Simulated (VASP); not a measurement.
Given:

```
PbI2
1.0
    2.30014    -3.98396     0.00000
    2.30014     3.98396     0.00000
    0.00000     0.00000     7.05324
Pb I
1 2
Direct
  0.00000   0.00000   0.00000
  0.33333   0.66667   0.26897
  0.66667   0.33333   0.73103
```

All values below come from optB88-vdW, VASP's PBE PAW potentials (set 64) (plane waves; VASP). Run with 520 eV cut-off, Gaussian smearing of 0.050 eV, potentials Pb_d I.

Unless said otherwise, spin-orbit coupling is left out, though it shifts the bands of the heavy elements here.

Question: Give the energies of bands 8 to 17 at the high-symmetry points, in eV from the valence-band maximum.

Answer: 
```tsv
band	Γ	M	K	A	L	H
8	-7.01	-7.43	-7.51	-6.85	-7.46	-7.50
9	-1.18	-2.74	-2.32	-1.83	-3.19	-2.80
10	-0.90	-2.28	-2.32	-1.05	-1.70	-2.80
11	-0.90	-1.92	-2.15	-1.05	-1.61	-2.52
12	-0.84	-1.54	-1.55	-0.65	-1.31	-0.69
13	-0.84	-0.69	-1.55	-0.65	-1.07	-0.69
14	-0.66	-0.35	-0.76	0.00	-0.65	-0.14
15	2.46	2.77	4.08	2.17	3.10	3.21
16	3.26	3.54	4.08	3.09	3.63	3.21
17	3.26	4.50	4.39	3.09	3.97	3.98
```

The gap is direct, 2.17 eV, from the valence maximum at A to the conduction minimum at A.

Measured: gap 2.40 eV (computed value off by -0.23 eV), as given by Wikipedia, List of semiconductor materials.

The compound is PbI2 in the 1T layered structure. It was relaxed first.
